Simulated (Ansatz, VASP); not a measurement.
# PtF2 (rutile type (invented)) in two plane-wave programs, part 3 of 3

One calculation is typed for both programs; each brings its own data sets. How far apart do they land? The cell is generated by rule, not measured, and may not be a known phase. The two relaxations start from unlike cells of this crystal (the structure described is Ansatz's start), so only their ends are compared.

VASP 6.6.1 and Ansatz 0.2.0.

So far. Step 8 (Differences): The run of VASP shows no gap on this mesh, while the other program finds a gap of 1.24 eV: the two runs may hold unlike electronic states.

**9. VASP: relaxation of cell and atoms, PBE, pair 3**

Level of this step: PBE; plane waves and PAW (Pt, F); invented cell (VASP).

The relaxed volume is the usual yardstick between codes: in a stiff, nearly cubic crystal its relative difference is about their pressure difference at one cell divided by the bulk modulus. Its start cell is another than that of the pair before, and may be another structure of the material.

File INCAR:

```
SYSTEM = PtF2
PREC = Accurate
ENCUT = 600
EDIFF = 1E-07
NELM = 120
ISMEAR = 0
SIGMA = 0.02
LREAL = .FALSE.
ALGO = Normal
GGA = PE
NBANDS = 30
LASPH = .TRUE.
LORBIT = 11
LWAVE = .FALSE.
LCHARG = .FALSE.
ISIF = 3
IBRION = 2
NSW = 80
EDIFFG = -0.005
GGA_COMPAT = .FALSE.
NELMIN = 4
EFERMI = MIDGAP
KPAR = 2
```

File POSCAR:

```
PtF2
1.0
    6.6152419633      0.0000000000      0.0000000000
    0.0000000000      6.6152419633      0.0000000000
    0.0000000000      0.0000000000      3.1163801261
Pt F
2 4
Direct
    0.0000000000      0.0000000000      0.0000000000
    0.4999999229      0.4999999229      0.5000000000
    0.3613990711      0.3613990711      0.0000000000
    0.6386009289      0.6386009289      0.0000000000
    0.8613991483      0.1386008517      0.5000000000
    0.1386008517      0.8613991483      0.5000000000
```

File KPOINTS:

```
Automatic mesh
0
Gamma
4 4 10
0 0 0
```

PAW data sets: Pt and F (PBE family, release 64).

On the command line:

```bash
> mpirun -np 2 vasp_std
```

Numbers of over 12 decimals in the logs are rounded to 6 here.

What it wrote:

```text
[... set-up lines as in an earlier step ...]
 entering main loop
       N       E                     dE             d eps       ncg     rms          rms(c)
DAV:   1     0.396840733970E+03    0.39684E+03   -0.26457E+04  2160   0.161E+03
DAV:   2     0.202662513556E+01   -0.39481E+03   -0.37389E+03  2602   0.353E+02
DAV:   3    -0.277358210817E+02   -0.29762E+02   -0.29265E+02  2614   0.101E+02
DAV:   4    -0.281704838667E+02   -0.43466E+00   -0.43427E+00  2350   0.130E+01
[...]
DAV:  13    -0.242567790985E+02   -0.21697E-05   -0.80754E-06  2358   0.210E-02    0.296E-03
DAV:  14    -0.242567793335E+02   -0.23495E-06   -0.52286E-07  2268   0.495E-03    0.110E-03
DAV:  15    -0.242567794135E+02   -0.80050E-07   -0.59702E-08  1440   0.168E-03
   1 F= -.24256779E+02 E0= -.24256779E+02  d E =-.242568E+02
[...]
N       E                     dE             d eps       ncg     rms          rms(c)
DAV:   1    -0.242571168227E+02   -0.33749E-03   -0.94056E-03  2256   0.736E-01    0.146E-01
[...]
DAV:   4    -0.242567746795E+02    0.55224E-06   -0.50185E-06  2310   0.150E-02    0.211E-02
DAV:   5    -0.242567752380E+02   -0.55851E-06   -0.10204E-06  2328   0.963E-03    0.817E-04
DAV:   6    -0.242567753067E+02   -0.68650E-07   -0.54636E-08  1302   0.175E-03
   2 F= -.24256775E+02 E0= -.24256775E+02  d E =0.410687E-05
 trial-energy change:    0.000004  1 .order    0.000004   -0.000040    0.000048
 step:   0.4504(harm=  0.4504)  dis= 0.00008  next Energy=   -24.256788 (dE=-0.891E-05)
[...]
N       E                     dE             d eps       ncg     rms          rms(c)
DAV:   1    -0.242568934804E+02   -0.11824E-03   -0.28458E-03  2250   0.405E-01    0.804E-02
DAV:   2    -0.242567963644E+02    0.97116E-04   -0.28809E-04  2244   0.116E-01    0.361E-02
DAV:   3    -0.242567900783E+02    0.62861E-05   -0.18811E-05  2232   0.340E-02    0.249E-02
DAV:   4    -0.242567890067E+02    0.10715E-05   -0.15304E-06  2334   0.828E-03    0.117E-02
DAV:   5    -0.242567884608E+02    0.54588E-06   -0.29228E-07  1878   0.531E-03    0.429E-04
DAV:   6    -0.242567884288E+02    0.32076E-07   -0.29350E-08  1086   0.113E-03
   3 F= -.24256788E+02 E0= -.24256788E+02  d E =-.901522E-05
[...]
reached required accuracy - stopping structural energy minimisation
```

OUTCAR, selected parts (step 9):

```text
  Total       -0.0090728     -0.0090728      0.0119825      0.0000000      0.0000000      0.0000000
  in kB       -0.1066310     -0.1066310      0.1408289      0.0000000      0.0000000      0.0000000
  external PRESSURE =      -0.0241444 kB  Pullay stress =       0.0000000 kB

 POSITION                                       TOTAL-FORCE (eV/Angst)
 -----------------------------------------------------------------------------------
     -0.00000      0.00000      0.00000        -0.000000      0.000000      0.000000
      3.30724      3.30724      1.55792         0.000000      0.000000      0.000000
      2.39055      2.39055      0.00000        -0.001245     -0.001245      0.000000
      4.22394      4.22394      0.00000         0.001245      0.001245      0.000000
      5.69780      0.91669      1.55792        -0.001245      0.001245      0.000000
      0.91669      5.69780      1.55792         0.001245     -0.001245      0.000000
 -----------------------------------------------------------------------------------
    total drift:                                0.000176      0.000176      0.000000

  FREE ENERGIE OF THE ION-ELECTRON SYSTEM (eV)
  ---------------------------------------------------
  free  energy   TOTEN  =       -24.2567884288 eV

  energy  without entropy=      -24.2567884288  energy(sigma->0) =      -24.25678843

[... 2 parts as in an earlier step ...]

[... 2 further parts left out ...]
[key lines of the parts left out:]
E-fermi :  -0.2162
```

**10. Ansatz: relaxation of cell and atoms, PBE, pair 3**

Its own start cell and the same functional, mesh and smearing now go to Ansatz, which takes its cutoff from its data sets.

The two relaxations start from unlike cells of this crystal, so only their ends are compared.

File input.yaml:

```yaml
crystal:
  lattice:
    - [6.4837769297, 0.0, 0.0]
    - [0.0, 6.4837769297, 0.0]
    - [0.0, 0.0, 3.1207675707]
  atoms:
    - { symbol: Pt, position: [0.0, 0.0, 0.0] }
    - { symbol: Pt, position: [0.5, 0.5, 0.5] }
    - { symbol: F, position: [0.3596357943, 0.3596357943, 0.0] }
    - { symbol: F, position: [0.6403642057, 0.6403642057, 0.0] }
    - { symbol: F, position: [0.8596357943, 0.1403642057, 0.5] }
    - { symbol: F, position: [0.1403642057, 0.8596357943, 0.5] }
kpoints:
  mp_grid: { grid: [4, 4, 10] }
hamiltonian:
  xc: pbe
scf:
  occupations: { method: gaussian, width: 0.02 }
output:
  forces: true
  stress: true
  eigenvalues: true
  write_density: true
  write_potential: true
  elf: true
  volumetric_format: npy
relax:
  adjacent_minimum: "off"
  f_tol: 0.005
  max_steps: 80
  cell: { stress_tol: 0.05 }
```

On the command line:

```bash
> ansatz run input.yaml --threads 4 --pin off --max-ram 9216MiB --backend cpu --events-out ev --progress --plain --runs-dir out
```

What it wrote:

```text
[...]
Crystal: 6 atoms, lattice volume = 131.195 Å³
Basis set: ecut = 420 eV, 2551 PW (Γ), exchange–correlation on 90×90×48 points (8 copies of the dense FFT grid, shifted against one another)
Bands: 39, of which v1, the nominal top of the filled ones, is band 32 counted from 1 (31 counted from 0)
Symmetry: 16 space group operations
[...]
k-points: 36 of 160
[...]
cell:  # Å, volume = 147.5630 Å³
    - [6.886316, 0, 0]
    - [0, 6.886316, 0]
    - [0, 0, 3.111741]
  atoms:
    - { symbol: Pt, position: [0, -1.114784571031058e-19, 0] }
    - { symbol: Pt, position: [0.500000, 0.500000, 0.500000] }
    - { symbol: F, position: [0.367451, 0.367451, 0] }
    - { symbol: F, position: [0.632549, 0.632549, 0] }
    - { symbol: F, position: [0.867451, 0.132549, 0.500000] }
    - { symbol: F, position: [0.132549, 0.867451, 0.500000] }
[key lines of the parts left out:]
SCF converged after 6 iterations
Free energy (F): -28273.278893 eV
Fermi energy:    2.575089 eV
P = ⅓ Tr σ = 0.0147 GPa (0.147 kbar)
```

**11. Comparison**

What differs besides the data sets and the points named for the pairs above, as far as they apply: the data sets hold 64 valence electrons in Ansatz (on its default PAW (the set named soft_2) files) and 48 in VASP. Total energies have different zeros and are not compared.

Both answers:

```
                                         quantity  Ansatz    VASP  difference
                                      volume (Å³)  147.56  136.32     +8.25 %
edge a after relaxation, in the typed setting (Å)   6.886   6.614     +4.11 %
edge c after relaxation, in the typed setting (Å)   3.112   3.116     -0.13 %
```

**12. What came out**

| Quantity | Value |
| --- | --- |
| difference in volume (relaxation of cell and atoms, PBE, pair 1) | 8.6 % |
| difference in volume (relaxation of cell and atoms, PBE, pair 2) | 49 % |
| difference in volume (relaxation of cell and atoms, PBE, pair 3) | 8.2 % |

In words: The difference in volume is 49 % (relaxation of cell and atoms, PBE, pair 2), beyond the 1.2 % picked in this series as the mark of a large difference, as far as the stopping tolerances let one tell. The data sets hold unlike numbers of valence electrons (64 in Ansatz and 48 in VASP), so part of the differences comes from the potentials. Relaxation of cell and atoms, PBE, pair 1, VASP with the data sets Pt_sv_GW and F: the difference in volume goes from 8.6 to 14 %; the difference in edge a after relaxation, in the typed setting goes from 4.3 to 7.0 %. What causes the difference of the relaxation of cell and atoms, PBE, pair 2 pair stays open here. What causes the difference of the relaxation of cell and atoms, PBE, pair 3 pair stays open here. How closely two codes agree says nothing of how well the functional describes the real material.

[Lines on the potential files, build, host, timing and source positions are cut from VASP's logs without a mark.]

[Logs are printed without paths, hosts, clocks, repeated set-up lines and the standing remarks that a program may print on its own settings, such as how far it seeks lower states.]

[Hosts, paths, dates, database ids (printed as entryN), source tags and the programs' standing remarks are cut or masked in the printed files.]
